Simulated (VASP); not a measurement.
```yaml
crystal:
  lattice:
    - [3.87322, 0.00000, 0.00000]
    - [0.00000, 3.87322, 0.00000]
    - [0.00000, 0.00000, 3.87322]
  atoms:
    - { symbol: La, position: [0.00000, 0.00000, 0.00000] }
    - { symbol: Te, position: [0.50000, 0.50000, 0.50000] }
```

Calculation: PBEsol GGA, VASP's PBE PAW potentials (set 64) (plane waves; VASP). Numerical set-up: 400 eV cut-off, 11×11×11 Γ-centred mesh, tetrahedra with Blöchl corrections, potentials La Te.

Unless said otherwise, spin-orbit coupling is left out, though it shifts the bands of the heavy elements here.

Task: What does the run give for the energy per atom (σ→0), band gap (on the k-mesh) with the smallest direct gap where there is one?

Result: 
```
Item                                                         Value
------------------------  ----------------------------------------
band gap (on the k-mesh)  none (metal, semimetal or under 0.01 eV)
energy per atom (σ→0)                               -5.946 eV/atom
```

The structure was generated: LaTe was put into the CsCl type type (Pm-3m), which need not be its known phase. It was relaxed first, which changed the volume by -36 %. The electron count is odd and the run is not spin-polarised, which forces a metal.
